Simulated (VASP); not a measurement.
AlHg:

```
CELL_PARAMETERS angstrom
0.00000 3.06853 3.06853
3.06853 0.00000 3.06853
3.06853 3.06853 0.00000
ATOMIC_POSITIONS crystal
Al 0.00000 0.00000 0.00000
Hg 0.75000 0.75000 0.75000
```

The cell was built by a generator and needn't be a form met in nature.

* Program: VASP 6.6.1
* Task: relaxation of cell and atoms
* Functional: revPBE
* Potentials or basis: VASP PAW PBE potentials, release 64 (Al, Hg)
* Cutoff: 600 eV
* k mesh: 8 × 8 × 8
* Occupations: fermi-dirac, width 0.05 eV
* Spin: no spin polarisation

At the start: pressure 1.0 GPa; volume 28.89 Å³/atom.

Question: Where does the relaxation end?

Answer: Over 8 steps the energy falls by 3.1 meV/atom and the volume is 29.82 Å³/atom (+3.2 %); space group F-43m (No. 216, to 0.05 Å).

The path:
```tsv
step	energy change (eV)	largest force (eV/Å)	pressure (GPa)	volume (Å³)
1	0.0000	0.0000	1.04	57.79
2	-0.0060	0.0000	0.15	59.37
3	-0.0061	0.0000	0.10	59.64
4	-0.0058	0.0000	-0.23	60.17
5	-0.0061	0.0000	-0.03	59.79
6	-0.0061	0.0000	-0.05	59.75
7	-0.0061	0.0000	-0.03	59.70
8	-0.0061	0.0000	-0.01	59.64
```

Final structure:
```
CELL_PARAMETERS angstrom
0.00000 3.10098 3.10098
3.10098 0.00000 3.10098
3.10098 3.10098 0.00000
ATOMIC_POSITIONS crystal
Al 0.00000 0.00000 0.00000
Hg 0.75000 0.75000 0.75000
```

Caveat: the PAW data sets were made with another functional, which shifts forces and pressure a little.
